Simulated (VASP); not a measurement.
Data:

```
CELL_PARAMETERS angstrom
      0.00000     1.75452     1.75452
      1.75452     0.00000     1.75452
      1.75452     1.75452     0.00000
ATOMIC_POSITIONS crystal
  Ni 0.00000 0.00000 0.00000
```
Starting moments (μB, in the order of the record's atoms Ni): 0.6.

The numbers are results of optB88-vdW, VASP's PBE PAW potentials (set 64) (plane waves; VASP), not measurements. Run with 520 eV cut-off, Gaussian smearing of 0.050 eV, potentials Ni.

**Question.** Give the spin-up energies of bands 1 to 6 at the high-symmetry points, in eV from the Fermi level.

**Answer.** 
```csv
band,Γ,X,U,L,W
1,-8.95,-4.62,-3.94,-4.81,-3.72
2,-2.40,-4.17,-3.67,-2.39,-3.03
3,-2.40,-0.51,-2.06,-2.39,-3.03
4,-2.40,-0.41,-1.06,-0.55,-1.29
5,-1.23,-0.41,-0.67,-0.55,-0.41
6,-1.23,2.57,5.86,-0.14,7.88
```

**Question.** Give the spin-down energies of bands 1 to 6 at the high-symmetry points, in eV from the Fermi level.

**Answer.** 
```csv
band,Γ,X,U,L,W
1,-8.97,-4.31,-3.56,-4.41,-3.38
2,-1.72,-3.61,-3.18,-1.84,-2.47
3,-1.72,0.03,-1.49,-1.84,-2.47
4,-1.72,0.37,-0.55,-0.18,-0.80
5,-0.71,0.37,0.10,0.13,0.38
6,-0.71,2.55,6.05,0.13,8.05
```

It has no gap at this level: it comes out as a metal or semimetal.

The compound is Ni in the fcc structure. It was relaxed first.
